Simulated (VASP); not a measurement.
# NbAs: Ge into a neighbouring Nb vacancy

How hard is this move in NbAs: Ge into a neighbouring Nb vacancy? Both ends are relaxed first, then a band of images between them. The start is a cell from a database of measured crystal structures.

Main program and level: VASP 6.6.1; LDA; plane waves and PAW (Nb_pv, As), in the first sound run; inputs show where later runs differ.

Most raw output is cut from this account.

### Step 1. The host crystal

Symmetry: I4_1md, No. 109, tetragonal system. The conventional cell has a = 3.452 Å, b = 3.452 Å, c = 11.680 Å, α = 90.00°, β = 90.00°, γ = 90.00°. Nb has 6 As at 2.60 to 2.63 Å nearest. Nearest to As lie 6 Nb at 2.60 to 2.63 Å. Farther neighbours are not listed.

### Step 2. Relax the host

First cell and atoms are relaxed at a raised cutoff, so that later runs start from this functional's own cell.

INCAR

```
SYSTEM = NbAs
PREC = Accurate
ENCUT = 350
EDIFF = 1E-06
NELM = 120
ISMEAR = 0
SIGMA = 0.1
LREAL = .FALSE.
ALGO = Normal
GGA = CA
NBANDS = 22
LASPH = .TRUE.
LORBIT = 11
LWAVE = .FALSE.
LCHARG = .FALSE.
KPAR = 3
IBRION = 2
NSW = 40
ISIF = 3
EDIFFG = -0.02
POTIM = 0.4
```

POSCAR

```
NbAs
1.0
   -1.7258500000      1.7258500000      5.8400000000
    1.7258500000     -1.7258500000      5.8400000000
    1.7258500000      1.7258500000     -5.8400000000
Nb As
2 2
Direct
    0.5000000000      0.0000000000      0.5000000000
    0.7500000000      0.7500000000      0.0000000000
    0.9160000000      0.4160000000      0.5000000000
    0.1660000000      0.1660000000      0.0000000000
```

KPOINTS

```
Automatic mesh
0
Gamma
8 8 8
0 0 0
```

Potentials, in the order of the species: Nb_pv and As (LDA family, release 64).

Command:

```
mpirun -np 3 vasp_std
```

The job ended after 93 s (3 MPI ranks of AMD EPYC 9R45, shared host; peak memory 0.62 GiB).

The gap is read on the k-mesh alone, so it is an upper bound where the band edges lie off the mesh. The gap is under twice the smearing width, so the edge states are partly filled and the run can't tell a small gap from a semimetal. The run keeps the 8 symmetry operations of its start, so it cannot find a distortion of lower symmetry.

Relaxation path:

| step | energy less that of the first step (eV) | largest force (eV/Å) | pressure (GPa) | volume (Å³) |
| --- | --- | --- | --- | --- |
| 1 | 0.0000 | 0.2874 | -3.82 | 69.58 |
| 2 | 0.0048 | 0.0328 | 5.35 | 66.29 |
| 3 | -0.0232 | 0.1754 | 0.34 | 67.99 |
| 4 | -0.0259 | 0.0254 | -0.01 | 68.09 |
| 5 | -0.0260 | 0.0006 | -0.07 | 68.11 |
| 6 | -0.0266 | 0.0003 | -0.04 | 68.07 |
| 7 | -0.0268 | 0.0009 | 0.03 | 68.01 |

| conventional cell, symmetrised | before | after | change |
| --- | --- | --- | --- |
| a (Å) | 3.452 | 3.432 | -0.6 % |
| b (Å) | 3.452 | 3.432 | -0.6 % |
| c (Å) | 11.680 | 11.548 | -1.1 % |
| volume (Å³/atom) | 17.39 | 17.00 | -2.3 % |

The atoms that moved most (Å, as changes of fractional coordinates times the final cell):

| atom | dx | dy | dz | length |
| --- | --- | --- | --- | --- |
| Nb2 | 0.000 | 0.000 | -0.016 | 0.016 |
| As3 | 0.000 | 0.000 | 0.016 | 0.016 |
| As4 | 0.000 | 0.000 | 0.016 | 0.016 |
| Nb1 | 0.000 | 0.000 | -0.016 | 0.016 |

Final coordinates:

```xyz
4
Lattice="-1.7160 1.7160 5.7740 1.7160 -1.7160 5.7740 1.7160 1.7160 -5.7740" Properties=species:S:1:pos:R:3 pbc="T T T"
Nb    0.0000    1.7160   -0.0155
Nb    0.0000    0.0000    8.6455
As    0.0000    1.7160    4.8195
As    0.0000    0.0000    1.9325
```

Numbers from this step:

- electronic cycles: 51
- electrons: 32
- free energy (TOTEN): -36.11 eV
- energy at zero smearing: -36.10 eV
- Fermi energy: 6.581 eV
- labelled metallic, from the levels on this mesh: no
- gap on the k-mesh: 0.04960 eV
- least direct gap on the k-mesh: 0.05250 eV

The run ended after 7 ionic steps, 0.027 eV below its first step, once forces and stress met EDIFFG = -0.02.

### Step 3. Relax the start

This step: LDA; plane waves and PAW (Nb_pv, Ge, As) (VASP 6.6.1).

System of this step: Nb6GeAs8. The cell holds 15 atoms: 6 Nb, 1 Ge and 8 As. Its edges and angles: a = 6.263 Å, b = 12.526 Å, c = 12.526 Å, α = 148.2°, β = 148.2°, γ = 45.6°. It derives from NbAs. Nearest the centre at fractional (0.499, 0.749, 0.500): Ge7 at 1.70 Å, As11 at 1.94 Å, As10 at 1.95 Å, Nb6 at 2.88 Å, As15 at 3.10 Å, As14 at 3.12 Å, As13 at 3.13 Å, As12 at 3.15 Å.

A path needs two true minima; the start is relaxed with symmetry off.

INCAR

```
SYSTEM = Nb6GeAs8
PREC = Normal
ENCUT = 280
EDIFF = 1E-05
NELM = 120
ISMEAR = 1
SIGMA = 0.15
LREAL = Auto
ALGO = Fast
GGA = CA
NBANDS = 70
LASPH = .TRUE.
LORBIT = 11
LWAVE = .FALSE.
LCHARG = .FALSE.
KPAR = 3
IBRION = 2
NSW = 60
ISIF = 2
EDIFFG = -0.05
POTIM = 0.4
MAXMIX = 40
ISYM = 0
```

POSCAR

```
Nb6GeAs8
1.0
   -1.7160123085      1.7160123085      5.7739748087
    3.4320246170     -3.4320246170     11.5479496174
    3.4320246170      3.4320246170    -11.5479496174
Nb Ge As
6 1 8
Direct
    0.5040171325      0.5006215308      0.7534009148
    0.5047059043      0.9959179368      0.2488409134
    0.7526747464      0.3730796129      0.0001286846
    0.7497693821      0.3756588995      0.5009398381
    0.7468725566      0.8717651243     -0.0026205058
    0.7483818659      0.8758200707      0.5018606170
    0.4971722183      0.9970572266      0.7469723390
    0.9266277701      0.2087402969      0.2529675222
    0.9060322586      0.2006206068      0.7365963207
    0.9189644834      0.7076295935      0.2493923487
    0.9102088661      0.7145153781      0.7529306841
    0.1722601087      0.0901978241      0.0078364083
    0.1580290397      0.0823188923      0.4937002738
    0.1590074682      0.5833975470     -0.0032585371
    0.1616674039      0.5833765391      0.4970373310
```

KPOINTS

```
Automatic mesh
0
Gamma
5 5 5
0 0 0
```

PAW data sets: Nb_pv, Ge and As (LDA family, release 64).

Command:

```
mpirun -np 3 vasp_std
```

It took 39 min on 3 MPI ranks; peak memory 1.3 GiB.

The data set Ge keeps the semicore shell frozen, which is cheaper and a little less accurate.

Relaxation path:

| step | energy less that of the first step (eV) | largest force (eV/Å) |
| --- | --- | --- |
| 1 | 0.0000 | 1.1670 |
| 2 | -0.2008 | 0.5982 |
| 3 | -0.2343 | 0.5819 |
| 4 | -0.2894 | 0.5201 |
| 5 | -0.3202 | 0.4973 |
| 6 | -0.3571 | 0.3717 |
| 7 | -0.3681 | 0.3226 |
| 8 | -0.3918 | 0.2867 |
| 9 | -0.4026 | 0.2988 |
| 10 | -0.4220 | 0.2129 |
| 11 | -0.4453 | 0.2040 |
| 12 | -0.4110 | 0.5491 |
| 13 | -0.4477 | 0.2411 |
| 14 | -0.4596 | 0.1509 |
| 15 | -0.4597 | 0.1717 |
| 16 | -0.4643 | 0.0773 |
| 17 | -0.4644 | 0.0817 |
| 18 | -0.4659 | 0.0450 |

The atoms that moved most (Å):

| atom | dx | dy | dz | length |
| --- | --- | --- | --- | --- |
| Ge7 | 0.011 | 0.041 | -0.529 | 0.530 |
| As11 | -0.078 | 0.131 | -0.003 | 0.153 |
| Nb3 | 0.008 | -0.062 | 0.112 | 0.128 |
| Nb1 | -0.012 | -0.024 | 0.119 | 0.122 |
| As9 | 0.075 | -0.015 | 0.074 | 0.106 |
| As8 | 0.030 | 0.095 | -0.035 | 0.105 |
| Nb6 | -0.012 | -0.037 | 0.092 | 0.100 |
| As10 | -0.012 | -0.065 | 0.061 | 0.089 |

Final coordinates:

```
Nb Ge As
1.0
    -1.71601    1.71601    5.77397
     3.43202   -3.43202   11.54795
     3.43202    3.43202  -11.54795
Nb Ge As
6 1 8
Direct
  0.50733 0.50407 0.74820
  0.50066 0.00284 0.24734
  0.74414 0.37905 0.99217
  0.75439 0.37728 0.50254
  0.74347 0.87309 0.99492
  0.74568 0.87804 0.49477
  0.46326 0.97571 0.75446
  0.95122 0.21154 0.27108
  0.90813 0.21473 0.74538
  0.90543 0.70856 0.23829
  0.94819 0.70300 0.76068
  0.15332 0.08765 0.99599
  0.16860 0.08271 0.50072
  0.17840 0.58289 0.00597
  0.14417 0.57954 0.48422
```

This step gave:

```yaml
electronic_cycles: 173
electrons: 110
free_energy_toten: -120.8485 eV
energy_at_zero_smearing: -120.8520 eV
fermi_energy: 5.899 eV
labelled_metallic_from_the_levels_on_this_mesh: yes
```

The run ended after 18 ionic steps, 0.466 eV below its first step, once the forces on the free atoms met EDIFFG = -0.05.

### Step 4. Relax the end

The end state is relaxed in the same way, so that both ends share their errors.

INCAR is that of step 3.

POSCAR

```
Nb6GeAs8
1.0
   -1.7160123085      1.7160123085      5.7739748087
    3.4320246170     -3.4320246170     11.5479496174
    3.4320246170      3.4320246170    -11.5479496174
Nb Ge As
6 1 8
Direct
    0.4979874216      0.4991682340      0.7503819007
    0.5044058188      1.0013363104      0.2543266444
    0.7520521241      0.3715101197     -0.0002522649
    0.7439948668      0.3776819731      0.4994387371
    0.7408362107      0.8739981654     -0.0036969791
    0.7485455164      0.8736355568      0.5009524804
    0.4990115990      0.4956976753      0.2473549475
    0.9189136274      0.2079299776      0.2528992366
    0.9239644014      0.2091551265      0.7543095119
    0.9221657249      0.7065285291      0.2498293405
    0.9127649979      0.7099987281      0.7516044971
    0.1660878476      0.0840224056     -0.0016195656
    0.1557694755      0.0832007896      0.4958123366
    0.1701955675      0.5856922551      0.0045557775
    0.1707509023      0.5840741134      0.5012952260
```

KPOINTS is that of step 3.

Command:

```
mpirun -np 3 vasp_std
```

Run time: 30 min. Hardware: 3 MPI ranks; peak memory 1.3 GiB.

Step by step:

| step | energy less that of the first step (eV) | largest force (eV/Å) |
| --- | --- | --- |
| 1 | 0.0000 | 1.2505 |
| 2 | -0.2279 | 0.6511 |
| 3 | -0.2818 | 0.5812 |
| 4 | -0.3415 | 0.5074 |
| 5 | -0.3685 | 0.5086 |
| 6 | -0.4026 | 0.3791 |
| 7 | -0.4169 | 0.3305 |
| 8 | -0.4407 | 0.2734 |
| 9 | -0.4490 | 0.2323 |
| 10 | -0.4758 | 0.1665 |
| 11 | -0.4863 | 0.2576 |
| 12 | -0.5007 | 0.1228 |
| 13 | -0.5017 | 0.1206 |
| 14 | -0.5061 | 0.0716 |
| 15 | -0.5062 | 0.0781 |
| 16 | -0.5075 | 0.0468 |

The atoms that moved most (Å):

| atom | dx | dy | dz | length |
| --- | --- | --- | --- | --- |
| Ge7 | 0.025 | 0.035 | -0.524 | 0.526 |
| Nb6 | 0.000 | -0.051 | 0.128 | 0.138 |
| As11 | 0.008 | 0.133 | 0.004 | 0.134 |
| Nb2 | -0.013 | -0.020 | 0.108 | 0.110 |
| As8 | -0.034 | 0.096 | 0.016 | 0.103 |
| As9 | -0.020 | -0.083 | 0.058 | 0.103 |
| Nb3 | 0.020 | -0.043 | 0.083 | 0.096 |
| As10 | 0.039 | -0.065 | 0.054 | 0.093 |

The relaxed structure:

```
Nb Ge As
1.0
    -1.71601    1.71601    5.77397
     3.43202   -3.43202   11.54795
     3.43202    3.43202  -11.54795
Nb Ge As
6 1 8
Direct
  0.50196 0.50324 0.74885
  0.50804 0.00413 0.24961
  0.74686 0.37802 0.99643
  0.74394 0.37276 0.49567
  0.75599 0.87801 0.00471
  0.74489 0.87914 0.49353
  0.46386 0.47660 0.25607
  0.94836 0.20372 0.26200
  0.90493 0.20881 0.73941
  0.90780 0.71461 0.24606
  0.95195 0.71130 0.77214
  0.14499 0.07932 0.98536
  0.17888 0.08277 0.50743
  0.16958 0.58288 0.00191
  0.15540 0.58832 0.49800
```

Numbers from this step:

| Item | Value |
| --- | --- |
| electronic cycles | 162 |
| free energy (TOTEN) | -120.8482 eV |
| energy at zero smearing | -120.8518 eV |
| Fermi energy | 5.900 eV |

The run ended after 16 ionic steps, 0.507 eV below its first step, once the forces on the free atoms met EDIFFG = -0.05.

### Step 5. Nudged elastic band

Images on a straight line between the ends relax across the path, while springs keep them spaced along it.

INCAR

```
SYSTEM = Nb6GeAs8
PREC = Normal
ENCUT = 280
EDIFF = 1E-05
NELM = 120
ISMEAR = 1
SIGMA = 0.15
LREAL = Auto
ALGO = Fast
GGA = CA
NBANDS = 70
LASPH = .TRUE.
LWAVE = .FALSE.
LCHARG = .FALSE.
IMAGES = 3
SPRING = -5
IBRION = 3
POTIM = 0.15
NSW = 60
EDIFFG = -0.05
ISYM = 0
ISIF = 0
SMASS = 1
```

POSCAR

```
Nb6GeAs8
1.0
   -1.7160123085      1.7160123085      5.7739748087
    3.4320246170     -3.4320246170     11.5479496174
    3.4320246170      3.4320246170    -11.5479496174
Nb Ge As
6 1 8
Direct
    0.5073323378      0.5040681565      0.7481955084
    0.5006590055      0.0028371876      0.2473381327
    0.7441415270      0.3790453431      0.9921718582
    0.7543900725      0.3772845610      0.5025358870
    0.7434706578      0.8730936869      0.9949208382
    0.7456816976      0.8780433918      0.4947731202
    0.4632607728      0.9757095203      0.7544579566
    0.9512227414      0.2115437641      0.2710806934
    0.9081273302      0.2147294885      0.7453835389
    0.9054269901      0.7085641054      0.2382932585
    0.9481908394      0.7029989984      0.7606817871
    0.1533207006      0.0876539567      0.9959892196
    0.1686020517      0.0827114954      0.5007162884
    0.1783954446      0.5828893550      0.0059651548
    0.1441690358      0.5795440689      0.4842219110
```

KPOINTS is that of step 4.

00/POSCAR

```
Nb6GeAs8
1.0
   -1.7160123085      1.7160123085      5.7739748087
    3.4320246170     -3.4320246170     11.5479496174
    3.4320246170      3.4320246170    -11.5479496174
Nb Ge As
6 1 8
Direct
    0.5073323378      0.5040681565      0.7481955084
    0.5006590055      0.0028371876      0.2473381327
    0.7441415270      0.3790453431      0.9921718582
    0.7543900725      0.3772845610      0.5025358870
    0.7434706578      0.8730936869      0.9949208382
    0.7456816976      0.8780433918      0.4947731202
    0.4632607728      0.9757095203      0.7544579566
    0.9512227414      0.2115437641      0.2710806934
    0.9081273302      0.2147294885      0.7453835389
    0.9054269901      0.7085641054      0.2382932585
    0.9481908394      0.7029989984      0.7606817871
    0.1533207006      0.0876539567      0.9959892196
    0.1686020517      0.0827114954      0.5007162884
    0.1783954446      0.5828893550      0.0059651548
    0.1441690358      0.5795440689      0.4842219110
```

01/POSCAR

```
Nb6GeAs8
1.0
   -1.7160123085      1.7160123085      5.7739748087
    3.4320246170     -3.4320246170     11.5479496174
    3.4320246170      3.4320246170    -11.5479496174
Nb Ge As
6 1 8
Direct
    0.5059904682      0.5038621023      0.7483585696
    0.5025052483      0.0031597814      0.2479067110
    0.7448211474      0.3787880998      0.9932370945
    0.7517768509      0.3761531730      0.5008195351
    0.7465996872      0.8743235845      0.9973686029
    0.7454839288      0.8783166083      0.4944623763
    0.4634108023      0.8509320404      0.6298597600
    0.9505078306      0.2095890306      0.2688108872
    0.9073290404      0.2132491744      0.7438911878
    0.9060197543      0.7100751859      0.2402337283
    0.9491317722      0.7050738225      0.7635461706
    0.1512371998      0.0855708178      0.9933330474
    0.1711721866      0.0827271069      0.5023948175
    0.1761910044      0.5828864483      0.0049520405
    0.1469780077      0.5817383236      0.4876672926
```

02/POSCAR

```
Nb6GeAs8
1.0
   -1.7160123085      1.7160123085      5.7739748087
    3.4320246170     -3.4320246170     11.5479496174
    3.4320246170      3.4320246170    -11.5479496174
Nb Ge As
6 1 8
Direct
    0.5046485986      0.5036560481      0.7485216307
    0.5043514912      0.0034823753      0.2484752894
    0.7455007677      0.3785308564      0.9943023308
    0.7491636293      0.3750217851      0.4991031832
    0.7497287166      0.8755534820      0.9998163676
    0.7452861600      0.8785898248      0.4941516324
    0.4635608318      0.7261545605      0.5052615634
    0.9497929199      0.2076342971      0.2665410810
    0.9065307506      0.2117688604      0.7423988368
    0.9066125184      0.7115862663      0.2421741982
    0.9500727049      0.7071486466      0.7664105541
    0.1491536990      0.0834876789      0.9906768753
    0.1737423216      0.0827427184      0.5040733466
    0.1739865641      0.5828835416      0.0039389262
    0.1497869796      0.5839325782      0.4911126742
```

03/POSCAR

```
Nb6GeAs8
1.0
   -1.7160123085      1.7160123085      5.7739748087
    3.4320246170     -3.4320246170     11.5479496174
    3.4320246170      3.4320246170    -11.5479496174
Nb Ge As
6 1 8
Direct
    0.5033067289      0.5034499939      0.7486846918
    0.5061977340      0.0038049692      0.2490438678
    0.7461803880      0.3782736131      0.9953675672
    0.7465504077      0.3738903972      0.4973868313
    0.7528577461      0.8767833796      1.0022641323
    0.7450883913      0.8788630413      0.4938408884
    0.4637108612      0.6013770806      0.3806633669
    0.9490780092      0.2056795636      0.2642712749
    0.9057324607      0.2102885463      0.7409064857
    0.9072052826      0.7130973467      0.2441146680
    0.9510136376      0.7092234707      0.7692749376
    0.1470701983      0.0814045400      0.9880207032
    0.1763124566      0.0827583298      0.5057518757
    0.1717821238      0.5828806349      0.0029258120
    0.1525959516      0.5861268328      0.4945580557
```

04/POSCAR

```
Nb6GeAs8
1.0
   -1.7160123085      1.7160123085      5.7739748087
    3.4320246170     -3.4320246170     11.5479496174
    3.4320246170      3.4320246170    -11.5479496174
Nb Ge As
6 1 8
Direct
    0.5019648593      0.5032439397      0.7488477530
    0.5080439768      0.0041275630      0.2496124461
    0.7468600084      0.3780163698      0.9964328035
    0.7439371861      0.3727590092      0.4956704794
    0.7559867755      0.8780132772      1.0047118970
    0.7448906225      0.8791362578      0.4935301445
    0.4638608907      0.4765996007      0.2560651703
    0.9483630984      0.2037248301      0.2620014687
    0.9049341709      0.2088082322      0.7394141346
    0.9077980468      0.7146084272      0.2460551378
    0.9519545704      0.7112982948      0.7721393211
    0.1449866975      0.0793214011      0.9853645310
    0.1788825915      0.0827739413      0.5074304048
    0.1695776836      0.5828777282      0.0019126977
    0.1554049235      0.5883210875      0.4980034373
```

Command:

```
mpirun -np 3 vasp_std
```

Wall time 1.9 h (3 MPI ranks); peak memory 1.2 GiB.

The run was stopped at its time limit, so it gives no result of its own.

### Step 6. What came out

| Item | Value |
| --- | --- |
| result | none |

The session ends without its result: «nudged elastic band» met its time limit.

[Lines on the potential files, build, host, timing and source positions are cut from VASP's logs without a mark.]

[Logs are printed without paths, hosts, clocks, repeated set-up lines and the standing remarks that a program may print on its own settings, such as how far it seeks lower states.]

[Hosts, paths, dates, database ids (printed as entryN), source tags and the programs' standing remarks are cut or masked in the printed files.]

[Runs that stopped without an error message from VASP are left out.]
